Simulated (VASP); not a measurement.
# MgS (Niningerite): Mg into a neighbouring Mg vacancy, part 5 of 5

Wanted: the minimum-energy path in MgS (Niningerite) for this move: Mg into a neighbouring Mg vacancy. The start is a cell from a database of measured crystal structures.

VASP 6.6.1; PBEsol; plane waves and PAW (S, Mg).

So far. Step 3 (Relax the start): The run ended after 7 ionic steps, 0.559 eV below its first step, once the forces on the free atoms met EDIFFG = -0.05. Step 4 (Relax the end): The run ended after 8 ionic steps, 0.670 eV below its first step, once the forces on the free atoms met EDIFFG = -0.05.

## (5) Nudged elastic band (continued)

Parts of OUTCAR (step 5):

```text
NELECT = 216

 ion  position               nearest neighbor table
   1  0.167  0.168  0.167-  39 2.56  31 2.57  37 2.58  30 2.58  36 2.59  28 2.79
   2  0.167  0.167  0.500-  40 2.59  31 2.59  37 2.59  32 2.60  38 2.60  29 2.60
   3  0.170  0.170  0.830-  41 2.51  32 2.55  30 2.55  38 2.55  36 2.55
   4  0.166  0.499  0.168-  40 2.59  39 2.59  33 2.60  31 2.60  42 2.60  34 2.61
   5  0.164  0.499  0.501-  40 2.58  35 2.59  41 2.60  43 2.61  32 2.62  34 2.62
   6  0.164  0.500  0.835-  39 2.59  35 2.59  41 2.60  44 2.61  33 2.62  30 2.63
   7  0.171  0.828  0.170-  28 2.07  43 2.49  42 2.52  34 2.54  36 2.54
   8  0.166  0.834  0.501-  35 2.57  37 2.57  44 2.58  43 2.59  29 2.61
   9  0.170  0.829  0.829-  44 2.51  33 2.54  38 2.55  29 2.55  42 2.56
  10  0.498  0.166  0.168-  40 2.59  39 2.59  45 2.60  37 2.60  48 2.60  46 2.61
  11  0.498  0.166  0.501-  40 2.58  47 2.58  41 2.60  49 2.61  38 2.62  46 2.63
  12  0.499  0.165  0.836-  39 2.59  47 2.59  41 2.60  50 2.60  45 2.62  36 2.63
  13  0.500  0.500  0.166-  51 2.58  40 2.58  43 2.61  49 2.61  48 2.62  42 2.63
  14  0.500  0.500  0.499-  44 2.61  52 2.61  41 2.61  49 2.62  50 2.62  43 2.62
  15  0.499  0.500  0.835-  53 2.59  39 2.59  50 2.61  44 2.61  48 2.63  42 2.63
  16  0.500  0.835  0.165-  51 2.58  37 2.59  52 2.60  43 2.61  45 2.62  36 2.62
  17  0.500  0.835  0.499-  37 2.59  53 2.59  52 2.60  44 2.61  38 2.62  46 2.63
  18  0.501  0.833  0.833-  51 2.59  38 2.59  53 2.60  47 2.60  42 2.60  36 2.61
  19  0.828  0.172  0.170-  28 2.07  49 2.50  48 2.52  30 2.53  46 2.54
  20  0.833  0.166  0.502-  47 2.57  31 2.57  50 2.57  49 2.59  29 2.61
  21  0.829  0.170  0.830-  50 2.51  45 2.55  32 2.55  48 2.55  29 2.56
  22  0.834  0.500  0.165-  51 2.58  31 2.59  52 2.60  49 2.60  33 2.62  30 2.62
  23  0.835  0.500  0.500-  53 2.59  31 2.59  52 2.60  50 2.61  32 2.62  34 2.63
  24  0.833  0.501  0.833-  51 2.59  53 2.59  32 2.59  35 2.60  48 2.60  30 2.61
  25  0.829  0.829  0.170-  52 2.51  34 2.55  45 2.55  33 2.55  46 2.55
  26  0.830  0.832  0.503-  53 2.56  35 2.58  47 2.58  46 2.58  34 2.58  28 2.79
  27  0.832  0.833  0.833-  51 2.59  35 2.59  47 2.59  45 2.60  33 2.60  29 2.60
  28  0.999  1.000  0.247-  19 2.07   7 2.07  26 2.79   1 2.79  46 3.22  30 3.23  34 3.23  36 3.23

  tangential force (eV/A)        -0.937470
  left and right image   1.043768  1.038497 A

  tangential force (eV/A)        -0.939322
  left and right image   1.051372  1.046838 A

 E-fermi :   4.0152

 k-point     1 :       0.0000    0.0000    0.0000
  band No.  band energies     occupation
    ...
    104       3.5650      2.00000
    105       3.5887      2.00000
    106       3.7245      2.00000
    107       3.7261      2.00000
    108       3.7524      2.00000
    109       7.2994      0.00000
    110       7.4393      0.00000
    111       7.4498      0.00000
    112       7.4733      0.00000
    113       7.5125      0.00000
    ...

 POSITION                                       TOTAL-FORCE (eV/Angst)
 -----------------------------------------------------------------------------------
      2.52180      2.51874      2.46228         0.032328      0.030668      0.096169
      5.15987      5.15602      2.58045        -0.014776     -0.014826      0.002419
      7.79748      7.79276      2.59948        -0.042660     -0.040558      0.081478
      5.10175      2.58494      5.11101         0.008448     -0.017624      0.042382
      7.75129      5.18602      5.13752        -0.011571     -0.043179      0.023189
     10.37515      7.74057      5.14984        -0.013102     -0.012894     -0.003987
      7.51733      2.75372      7.76405         0.143728     -0.122898      0.000395
     10.32906      5.16684      7.76134        -0.004537     -0.038463      0.000456
     12.87331      7.75126      7.76216        -0.049942     -0.014733      0.000812
      2.58780      5.09792      5.11046        -0.017987      0.008908      0.044056
      5.18708      7.75012      5.13565        -0.036877     -0.014566      0.026185
      7.74387     10.37245      5.15301        -0.012872     -0.014699     -0.008572
      5.14215      5.14104      7.76160        -0.016799     -0.020225      0.001440
      7.77690      7.77453      7.76205        -0.023780     -0.025470      0.001259
     10.30316     10.29897      7.76320         0.014358      0.016966      0.000365
      7.75155      5.18493     10.38982        -0.011668     -0.041981     -0.027343
     10.37594      7.73902     10.37204        -0.012655     -0.011573      0.008475
     12.87126     10.35368     10.41661         0.005355     -0.018331     -0.047466
      2.75387      7.51533      7.76275        -0.118084      0.140806      0.001366
      5.16917     10.32561      7.76393        -0.036785     -0.004209     -0.001415
      7.75333     12.86628      7.76563        -0.014559     -0.041455     -0.004178
      5.18935      7.74853     10.38908        -0.041142     -0.013108     -0.027023
      7.74492     10.37027     10.37661        -0.015519     -0.010273      0.000664
     10.35713     12.86569     10.41494        -0.017712      0.008933     -0.043463
[...]
-----------------------------------------------------------------------------------
    total drift:                               -0.022937     -0.027598     -0.025169

  FREE ENERGIE OF THE ION-ELECTRON SYSTEM (eV)
  ---------------------------------------------------
  free  energy   TOTEN  =      -229.6912698382 eV

  energy  without entropy=     -229.6912698382  energy(sigma->0) =     -229.69126984

  tangential force (eV/A)        -0.943544
  left and right image   1.055566  1.051739 A

[... 6 parts as in an earlier step ...]

[... 7 further parts left out ...]
```

Images along the path:

| image | path (A) | energy (eV) | Mg28: x, y, z (Å) |
| --- | --- | --- | --- |
| 0 | 0.000 | 0.0000 | 2.536, 10.295, 7.760 |
| 1 | 1.056 | 0.6232 | 1.973, 9.741, 7.763 |
| 2 | 2.107 | 1.3655 | 1.292, 9.058, 7.754 |
| 3 | 3.159 | 0.6116 | 0.612, 8.375, 7.763 |
| 4 | 4.216 | 0.0029 | 0.056, 7.825, 7.760 |

Numbers from this step:

* electronic cycles: 115
* path length (all atoms, rigid shifts included): 4.216 Å
* barrier: 1.365 eV
* barrier in the reverse direction: 1.363 eV
* barrier from a spline through the images: 1.365 eV
* reaction energy: 0.002852 eV

What the program prints for this run, and its count of cycles, belong to image 1; the force that counts for the threshold is the band's, across the path.

## (6) Results

| Property | Result |
| --- | --- |
| hop | Mg into a neighbouring Mg vacancy |
| barrier | 1.37 eV |
| barrier in the reverse direction | 1.36 eV |
| barrier from a spline through the images | 1.37 eV |
| reaction energy | 0.00285 eV |
| path length (all atoms, rigid shifts included) | 4.22 Å |

**Reading.** The barrier is 1.37 eV forwards and 1.36 eV backwards. With an attempt frequency of 10¹³ per second, taken as a typical value, this barrier gives about 10^-10 hops a second at 300 K. Both ends are alike and an image sits at the midpoint, which is the saddle if the path is symmetric. The band met its force threshold after 15 steps. Cell and mesh are small and were not tested. The band started on a straight line, so other routes may lie lower.

[Lines on the potential files, build, host, timing and source positions are cut from VASP's logs without a mark.]

[Logs are printed without paths, hosts, clocks, repeated set-up lines and the standing remarks that a program may print on its own settings, such as how far it seeks lower states.]

[Hosts, paths, dates, database ids (printed as entryN), source tags and the programs' standing remarks are cut or masked in the printed files.]

[Runs that stopped without an error message from VASP are left out.]
